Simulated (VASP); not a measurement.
Given:

```
CELL_PARAMETERS angstrom
      0.00000     3.14208     3.14208
      3.14208     0.00000     3.14208
     12.56379    12.56379     0.00452
ATOMIC_POSITIONS crystal
  Cd 0.01987 0.01987 0.98509
  Cd 0.00084 0.00084 0.24937
  Cd 0.98030 0.98030 0.51477
  Cd 0.99930 0.99930 0.75052
  Te 0.25727 0.25727 0.05705
  Te 0.23832 0.23832 0.32126
  Se 0.24239 0.24239 0.56821
  Se 0.26170 0.26170 0.80372
```

The numbers are results of PBEsol GGA, VASP's PBE PAW potentials (set 64) (plane waves; VASP 6.6.1), not measurements. Numerical set-up: 400 eV cut-off, Gaussian smearing of 0.050 eV, potentials Cd Te Se.

Unless said otherwise, spin-orbit coupling is left out, though it shifts the bands of the heavy elements here.

Give the energies of bands 27 to 40 at the high-symmetry points, in eV from the valence-band maximum.

| band | Γ | T | H2 | L | S0 | F |
|---|---|---|---|---|---|---|
| 27 | -3.05 | -1.64 | -4.34 | -4.39 | -4.34 | -4.33 |
| 28 | -1.32 | -1.56 | -4.29 | -4.36 | -4.29 | -4.31 |
| 29 | -1.32 | -1.32 | -3.03 | -2.43 | -3.02 | -2.41 |
| 30 | -0.95 | -1.32 | -2.92 | -2.33 | -2.92 | -2.37 |
| 31 | -0.95 | -0.97 | -2.71 | -2.31 | -2.72 | -2.33 |
| 32 | -0.40 | -0.97 | -2.56 | -1.90 | -2.55 | -2.11 |
| 33 | -0.40 | -0.37 | -1.92 | -1.70 | -1.93 | -1.80 |
| 34 | -0.35 | -0.37 | -1.78 | -1.56 | -1.77 | -1.47 |
| 35 | 0.00 | -0.02 | -1.67 | -1.33 | -1.68 | -1.05 |
| 36 | 0.00 | -0.02 | -1.55 | -0.95 | -1.53 | -0.89 |
| 37 | 0.12 | 0.91 | 3.04 | 2.30 | 3.00 | 1.69 |
| 38 | 1.32 | 1.17 | 3.16 | 2.38 | 3.26 | 2.36 |
| 39 | 2.02 | 1.89 | 3.41 | 2.61 | 3.32 | 2.76 |
| 40 | 2.26 | 2.24 | 3.67 | 2.86 | 3.70 | 2.96 |

The gap is direct, 0.12 eV, from the valence maximum at Γ to the conduction minimum at Γ.

The structure was generated: Cd4Se2Te2 was put into an ordered model structure (R3m), which need not be its known phase. It was relaxed first.
